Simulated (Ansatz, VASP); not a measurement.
# SiGe (amorphous Si0.5Ge0.5) in two plane-wave programs, part 3 of 3

Aim: how closely do two programs agree when they are given the same cell, functional and k mesh? Of the first pair: The structure shown is the start of the Ansatz relaxation below; VASP solves that cell, so the two are compared at the walk's first step.

VASP 6.6.1 and Ansatz 0.2.0.

So far. Step 3 (VASP: single point, PBE, start cell, pair 1): The run ends at a pressure of -0.48 GPa, with forces up to 0.96 eV/Å.

**6. VASP: single point, PBE, relaxed cell, pair 2**

Level of this step: PBE; plane waves and PAW (Si, Ge_d) (VASP).

The same cell, functional, mesh and smearing now go to VASP, with its own data sets.

File INCAR:

```
SYSTEM = SiGe
PREC = Accurate
ENCUT = 500
EDIFF = 1E-06
NELM = 120
ISMEAR = -1
SIGMA = 0.025
LREAL = Auto
ALGO = Normal
GGA = PE
NBANDS = 376
LORBIT = 11
LWAVE = .FALSE.
LCHARG = .FALSE.
ISIF = 2
LASPH = .TRUE.
GGA_COMPAT = .FALSE.
EFERMI = MIDGAP
NCORE = 2
```

File POSCAR:

```
SiGe
1.0
   11.3772620000     -0.3210630000     -0.2607660000
   -0.3210630000     11.8184240000     -0.0989220000
   -0.2607660000     -0.0989220000     11.8204850000
Si Ge
36 36
Direct
    0.0229000000      0.3943100000      0.5982700000
    0.3601800000      0.0478800000      0.9415300000
    0.6787600000      0.1184800000      0.3277000000
    0.1070600000      0.7821300000      0.2868400000
    0.1279600000      0.5565300000      0.0656100000
    0.0713800000      0.7482700000      0.7520500000
    0.0678800000      0.8340200000      0.9398900000
    0.6022200000      0.9364700000      0.3775600000
    0.4664700000      0.9227400000      0.8360700000
    0.2169700000      0.3493900000      0.6659600000
    0.8847600000      0.7613700000      0.0058900000
    0.7952200000      0.5660600000      0.5471600000
    0.2075100000      0.3121700000      0.8590800000
    0.2736200000      0.5999900000      0.4692100000
    0.5898700000      0.1803500000      0.6332000000
    0.9343600000      0.5917500000      0.0982200000
    0.8824200000      0.6437200000      0.7247400000
    0.2986500000      0.0527300000      0.2598900000
    0.4080600000      0.7420900000      0.9093600000
    0.7485200000      0.7432300000      0.8449400000
    0.8117900000      0.3700800000      0.4730400000
    0.2395900000      0.6445700000      0.7998600000
    0.4495800000      0.5522800000      0.3836900000
    0.0950400000      0.8686700000      0.5952000000
    0.0679200000      0.1543800000      0.8574300000
    0.6740100000      0.7840000000      0.2747300000
    0.2323000000      0.7975600000      0.4576900000
    0.0942800000      0.4881800000      0.4249600000
    0.6272200000      0.2628600000      0.4548500000
    0.1308500000      0.4915900000      0.8831300000
    0.6074100000      0.1413700000      0.1403900000
    0.9067300000      0.1963000000      0.9792800000
    0.3953300000      0.7932400000      0.1047100000
    0.9481900000      0.4637600000      0.7789700000
    0.9939700000      0.2244100000      0.1785400000
    0.1542700000      0.0159600000      0.9616400000
    0.5903400000      0.5907100000      0.5539900000
    0.8199900000      0.6918600000      0.3938100000
    0.2890000000      0.4698900000      0.1687400000
    0.2880200000      0.2250000000      0.3688200000
    0.4698900000      0.3493700000      0.3400100000
    0.8026200000      0.8812900000      0.1432000000
    0.3172000000      0.5310400000      0.6567200000
    0.5740800000      0.3079900000      0.7950000000
    0.4987100000      0.3258000000      0.1201700000
    0.8952500000      0.1259900000      0.3434500000
    0.9803900000      0.6098400000      0.2997400000
    0.2574800000      0.1801300000      0.5695700000
    0.7536400000      0.0518500000      0.0281100000
    0.6860500000      0.9508500000      0.8462200000
    0.8892400000      0.3881800000      0.2684200000
    0.9213100000      0.1969500000      0.5525500000
    0.7290500000      0.9286800000      0.5488500000
    0.1848800000      0.7570700000      0.0980100000
    0.1060000000      0.0450000000      0.1637700000
    0.5185200000      0.4953100000      0.7237200000
    0.5719900000      0.6248000000      0.8865700000
    0.7809200000      0.4444300000      0.0806400000
    0.7616500000      0.0838000000      0.6873800000
    0.5075800000      0.6585900000      0.2164300000
    0.9672900000      0.9290700000      0.2807600000
    0.3897400000      0.9410200000      0.4069700000
    0.9130000000      0.8635900000      0.4783900000
    0.3834100000      0.8491300000      0.6586500000
    0.7953500000      0.3484800000      0.8902000000
    0.0850900000      0.0771400000      0.6552500000
    0.4009800000      0.2528700000      0.9298600000
    0.5873300000      0.7880000000      0.6296300000
    0.4219300000      0.0516000000      0.5914100000
    0.4390400000      0.0034200000      0.1236500000
    0.1463400000      0.3526200000      0.2802200000
    0.5878600000      0.5243400000      0.0747600000
```

File KPOINTS:

```
Automatic mesh
0
Gamma
1 1 1
0 0 0
```

PAW data sets: Si and Ge_d (PBE family, release 64).

Command:

```console
> mpirun -np 8 vasp_gam
```

Numbers of over 12 decimals in the logs are rounded to 6 here.

The log of the run:

```text
[... set-up lines as in an earlier step ...]
 entering main loop
       N       E                     dE             d eps       ncg     rms          rms(c)
DAV:   1     0.144064233585E+05    0.14406E+05   -0.23945E+05   816   0.421E+03
DAV:   2     0.313417286271E+04   -0.11272E+05   -0.10952E+05   752   0.109E+03
DAV:   3     0.209527563076E+03   -0.29246E+04   -0.28018E+04   816   0.310E+02
DAV:   4    -0.305633371530E+03   -0.51516E+03   -0.48503E+03   912   0.127E+02
[...]
DAV:  16    -0.340898317581E+03   -0.33527E-04   -0.29731E-04  1072   0.727E-02    0.608E-03
DAV:  17    -0.340898321326E+03   -0.37452E-05   -0.18902E-05   808   0.272E-02    0.260E-03
DAV:  18    -0.340898322180E+03   -0.85415E-06   -0.64935E-06   664   0.197E-02
   1 F= -.34089832E+03 E0= -.34089738E+03  d E =-.188512E-02
```

From OUTCAR (step 6):

```text
 POSITION                                       TOTAL-FORCE (eV/Angst)
 -----------------------------------------------------------------------------------
     -0.02207      4.59359      7.02686        -0.000698      0.002390      0.002058
      3.83697      0.35709     11.03068        -0.002701      0.000904      0.008943
      7.59894      1.14991      3.68486         0.000216     -0.003081      0.001535
      0.89214      9.18080      3.28530         0.001319     -0.000359      0.001904
      1.26004      6.52973      0.68712         0.008108     -0.005098     -0.000824
      0.37576      8.74606      8.79696        -0.001649      0.002011      0.004342
      0.25942      9.74203     11.00975         0.005688     -0.002581      0.002654
      6.45249     10.83690      4.21327         0.003231      0.002445      0.004480
      4.79288     10.67286      9.66983         0.002540     -0.003460      0.016192
      2.18269      3.99370      7.78083        -0.000262      0.000656     -0.002870
      9.82016      8.71355     -0.23641        -0.004605      0.002141      0.001746
      8.72300      6.38050      6.20433        -0.003698      0.006209     -0.005185
      2.03665      3.53775     10.06975         0.000483      0.002604     -0.006565
      2.79806      6.95667      5.41559         0.002877     -0.002200      0.010302
[...]
-----------------------------------------------------------------------------------
    total drift:                                0.000807      0.023892     -0.005953

  FREE ENERGIE OF THE ION-ELECTRON SYSTEM (eV)
  ---------------------------------------------------
  free  energy   TOTEN  =      -340.8983221800 eV

  energy  without entropy=     -340.8964370640  energy(sigma->0) =     -340.89737962
```

The run ends at a pressure of -0.08 GPa, with forces up to 0.021 eV/Å.

**7. Comparison**

What differs besides the data sets and the points named for the pairs above, as far as they apply: the cutoff is 420 eV in Ansatz and 500 eV in VASP (PREC = Accurate, projectors in real space). Total energies have different zeros and are not compared.

The two programs side by side:

| quantity | Ansatz | VASP | difference |
| --- | --- | --- | --- |
| pressure (GPa) | 0.01 | -0.08 | +0.09 |
| gap on the k mesh (eV) | 0.312 | 0.311 | +0.001 |

At this near-relaxed geometry the largest component of a force difference is 9 meV/Å. A gap on the mesh is an upper bound, since the band edges may lie between its points.

**8. What came out**

| Property | Result |
| --- | --- |
| r.m.s. force difference (single point, PBE, start cell, pair 1) | 1.2 % of the r.m.s. force |
| difference in gap on the k mesh (single point, PBE, relaxed cell, pair 2) | 0.0010 eV |

What this shows: The r.m.s. force difference is 1.2 % of the r.m.s. force (single point, PBE, start cell, pair 1), within the 3 % picked in this series as the mark of a large difference. Such differences can come from data sets, numerical settings and the points named under the comparisons, not from the functional's error against experiment.

[Lines on the potential files, build, host, timing and source positions are cut from VASP's logs without a mark.]

[Logs are printed without paths, hosts, clocks, repeated set-up lines and the standing remarks that a program may print on its own settings, such as how far it seeks lower states.]

[Hosts, paths, dates, database ids (printed as entryN), source tags and the programs' standing remarks are cut or masked in the printed files.]
